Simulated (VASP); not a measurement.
Crystal: SrTiO3.

```
Sr Ti O
1.0
     3.91270    0.00000    0.00000
     0.00000    3.91270    0.00000
     0.00000    0.00000    3.91270
Sr Ti O
1 1 3
Direct
  0.00000 0.00000 0.00000
  0.50000 0.50000 0.50000
  0.50000 0.00000 0.50000
  0.50000 0.50000 0.00000
  0.00000 0.50000 0.50000
```

The cell is a database's computed one.

```yaml
Program: VASP 6.6.1
Task: relaxation of cell and atoms
Functional: LDA
Potentials_or_basis: VASP PAW LDA potentials, release 64 (Sr_sv, Ti_sv, O)
Cutoff: 600 eV
k_mesh: 8 × 8 × 8
Occupations: gaussian, width 0.02 eV
Spin: no spin polarisation
```

At the start: pressure -7.5 GPa; volume 11.98 Å³/atom.

Problem. Where does the relaxation end?

Solution. Over 3 steps the energy falls by 11.7 meV/atom and the volume is 11.50 Å³/atom (-4.0 %); space group Pm-3m (No. 221, to 0.05 Å).

The path:
| step | energy change (eV) | largest force (eV/Å) | pressure (GPa) | volume (Å³) |
| --- | --- | --- | --- | --- |
| 1 | 0.0000 | 0.0000 | -7.52 | 59.90 |
| 2 | 0.0054 | 0.0000 | 9.11 | 55.16 |
| 3 | -0.0586 | 0.0000 | -0.07 | 57.51 |

Final structure:
```
Sr Ti O
1.0
     3.85996    0.00000    0.00000
     0.00000    3.85996    0.00000
     0.00000    0.00000    3.85996
Sr Ti O
1 1 3
Direct
  0.00000 0.00000 0.00000
  0.50000 0.50000 0.50000
  0.50000 0.00000 0.50000
  0.50000 0.50000 0.00000
  0.00000 0.50000 0.50000
```
